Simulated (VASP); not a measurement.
TaW: equation of state with PBEsol

The system is TaW.

```
CELL_PARAMETERS angstrom
1.61413 -2.30703 0.00000
1.61413 2.30703 0.00000
0.00000 0.00000 4.52140
ATOMIC_POSITIONS crystal
W 0.50000 0.50000 0.50000
Ta 0.00000 0.00000 0.00000
```

The cell comes from a database or a generator and needn't be the stable form of this composition.

```json
{"Program": "VASP 6.6.1", "Task": "equation of state", "Functional": "PBEsol", "Potentials or basis": "VASP PAW PBE potentials, release 64 (W_sv, Ta_pv)", "Cutoff": "520 eV", "k mesh": "10 × 10 × 6", "Occupations": "fermi-dirac, width 0.05 eV", "Spin": "no spin polarisation"}
```

```yaml
Equilibrium_volume: 16.54 Å³/atom
Bulk_modulus_at_fixed_shape_and_positions: 265 GPa
Pressure_derivative_of_the_bulk_modulus: 4.1
```

Energy against volume, from the lowest point:
```csv
volume (Å³/atom),energy (meV/atom)
15.827,27.37
16.163,7.30
16.500,0.00
16.837,4.22
17.174,18.81
17.510,42.75
17.847,75.13
```

All runs of the series together: 5.2 min on 1 thread of AMD EPYC 9R45 96-Core Processor (Zen 5), with other jobs on the host.

Caveat: the cell was scaled at fixed shape and fractional positions, which overstates the stiffness of a crystal with free parameters, most of all of layers and chains; the PAW data sets were made with another functional, which shifts forces and pressure a little. The run has no spin-orbit coupling, so splittings on Ta, W are missing.
